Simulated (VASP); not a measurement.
Nb2SiO2:

```
Nb Si O
1.0
    -1.45300    1.45300    6.98400
     1.45300   -1.45300    6.98400
     1.45300    1.45300   -6.98400
Nb Si O
2 1 2
Direct
  0.13803 0.13803 0.00000
  0.86197 0.86197 0.00000
  0.50000 0.50000 0.00000
  0.69831 0.69831 0.00000
  0.30169 0.30169 0.00000
```

The cell was built by a generator and needn't be a form met in nature.

```yaml
Program: VASP 6.6.1
Task: relaxation of cell and atoms
Functional: PBE
Potentials_or_basis: VASP PAW PBE potentials, release 64 (Nb_sv, Si, O)
Cutoff: 520 eV
k_mesh: 14 × 14 × 14
Occupations: gaussian, width 0.1 eV
Spin: no spin polarisation
```

At the start: pressure 1.4 GPa; volume 11.80 Å³/atom.

Q: How do energy, volume and symmetry change on relaxing?

A: Over 9 steps the energy falls by 6.6 meV/atom and the volume is 11.92 Å³/atom (+1.1 %); space group I4/mmm (No. 139, to 0.05 Å).

The path:
```
step  energy change (eV)  largest force (eV/Å)  pressure (GPa)  volume (Å³)
   1              0.0000                0.0937            1.38        58.98
   2             -0.0276                0.1379           -1.39        59.84
   3             -0.0277                0.1438           -1.48        59.87
   4             -0.0273                0.1830            1.97        59.10
   5             -0.0307                0.0915            0.20        59.49
   6             -0.0318                0.0577            0.14        59.51
   7             -0.0328                0.0189            0.05        59.56
   8             -0.0328                0.0168            0.04        59.56
   9             -0.0329                0.0078           -0.12        59.60
```

Final structure:
```
CELL_PARAMETERS angstrom
-1.44077 1.44077 7.17776
1.44077 -1.44077 7.17776
1.44077 1.44077 -7.17776
ATOMIC_POSITIONS crystal
Nb 0.13770 0.13770 0.00000
Nb 0.86230 0.86230 0.00000
Si 0.50000 0.50000 0.00000
O 0.69691 0.69691 0.00000
O 0.30309 0.30309 0.00000
```
